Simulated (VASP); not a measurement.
Input:

```yaml
crystal:
  lattice:
    - [0.00000, 2.30518, 2.30518]
    - [2.30518, 0.00000, 2.30518]
    - [2.30518, 2.30518, 0.00000]
  atoms:
    - { symbol: Zr, position: [0.00000, 0.00000, 0.00000] }
    - { symbol: C, position: [0.50000, 0.50000, 0.50000] }
```

All values below come from SCAN meta-GGA, VASP's PBE PAW potentials (set 64) (plane waves; VASP 6.6.1). Numerical set-up: 520 eV cut-off, 13×13×13 Γ-centred mesh, first-order Methfessel-Paxton smearing of 0.10 eV, potentials Zr_sv C.

### Question
Give the stress tensor in GPa (positive for a compressed cell).

### Answer

```
16.19   0.00   0.00
 0.00  16.19   0.00
 0.00   0.00  16.19
```
The pressure is its mean diagonal, 16.19 GPa.

The compound is ZrC in the rock salt structure. This cell is one point of a volume scan, at 0.94 of the reference volume.
